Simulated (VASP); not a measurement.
Here is the system:

```xyz
3
Lattice="3.8996 0.0000 0.0000 -1.9498 3.3772 0.0000 0.0000 0.0000 17.1706" Properties=species:S:1:pos:R:3 pbc="T T T"
Ti    -0.0342     0.0344     8.6175
Te    -0.0392     2.2621    10.2110
Te     2.0232     1.0807     6.9275
```

Computed with PBE GGA, VASP's PBE PAW potentials (set 64) (plane waves; VASP 6.6.1). Settings: 300 eV cut-off, 9×9×1 Γ-centred mesh, Fermi-Dirac smearing of 0.10 eV, potentials Ti_sv Te.

The cell holds a wide vacuum, so values per volume refer to the whole cell.

**Question.** The ions are relaxed. What does this cell relax into?

**Answer.** 
```xyz
3
Lattice="3.8996 0.0000 0.0000 -1.9498 3.3772 0.0000 0.0000 0.0000 17.1706" Properties=species:S:1:pos:R:3 pbc="T T T"
Ti    -1.9484     3.3765     8.5866
Te    -0.0027     2.2534    10.2675
Te     1.9512     1.1245     6.9019
```

**Question.** How much energy does the relaxation gain?

**Answer.** The energy (σ→0) changes by -15.3 meV/atom, in 8 ionic steps.

The cell is a sheet with vacuum, built from a generated structure.
